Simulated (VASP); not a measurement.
Crystal: Mg3CdSe2O2.

```
Mg Cd Se O
1.0
     6.17075    0.00000    0.00000
    -3.08538    5.34403    0.00000
     0.00000    0.00000    5.53547
Mg Cd Se O
3 1 2 2
Direct
  0.15151 0.84849 0.00000
  0.15151 0.30301 0.00000
  0.69699 0.84849 0.00000
  0.66667 0.33333 0.50000
  0.33333 0.66667 0.50000
  0.00000 0.00000 0.50000
  0.66667 0.33333 0.00000
  0.00000 0.00000 0.00000
```

The cell was built by a generator and needn't be a form met in nature.

| Quantity | Value |
| --- | --- |
| Program | VASP 6.6.1 |
| Task | relaxation of cell and atoms |
| Functional | PBE |
| Potentials or basis | VASP PAW PBE potentials, release 64 (Mg, Cd, Se, O) |
| Cutoff | 520 eV |
| k mesh | 3 × 3 × 3 |
| Occupations | gaussian, width 0.15 eV |
| Spin | no spin polarisation |

At the start: pressure 2.5 GPa; volume 22.82 Å³/atom.

Task: Where does the relaxation end?

Result: Over 9 steps the energy falls by 499.1 meV/atom and the volume is 19.33 Å³/atom (-15.3 %); space group P-6m2 (No. 187, to 0.05 Å).

Step by step:
```csv
step,energy change (eV),largest force (eV/Å),pressure (GPa),volume (Å³)
1,0.0000,8.0812,2.45,182.54
2,-1.8169,2.7794,-9.28,190.88
3,-2.6415,0.3782,-7.75,187.34
4,-3.7958,0.5304,-3.33,161.88
5,-3.9384,0.5995,-0.32,152.86
6,-3.9400,0.6100,0.14,151.87
7,-3.9802,0.0159,0.69,152.28
8,-3.9812,0.1339,0.80,152.35
9,-3.9931,0.0461,0.04,154.63
```

Final structure:
```
Mg Cd Se O
1.0
     6.22508    0.00000    0.00000
    -3.11254    5.39107    0.00000
     0.00000    0.00000    4.60750
Mg Cd Se O
3 1 2 2
Cartesian
  -1.4795 4.4482 0.0000
  0.0000 1.8857 0.0000
  1.4795 4.4482 0.0000
  3.1125 1.7970 2.3038
  0.0000 3.5941 2.3038
  0.0000 0.0000 2.3038
  3.1125 1.7970 0.0000
  0.0000 0.0000 0.0000
```

Caveat: the k mesh is coarse (spacing up to 0.39 Å⁻¹), so the values aren't converged; the volume moved by over 15 % at a fixed basis, so the end points are rough.
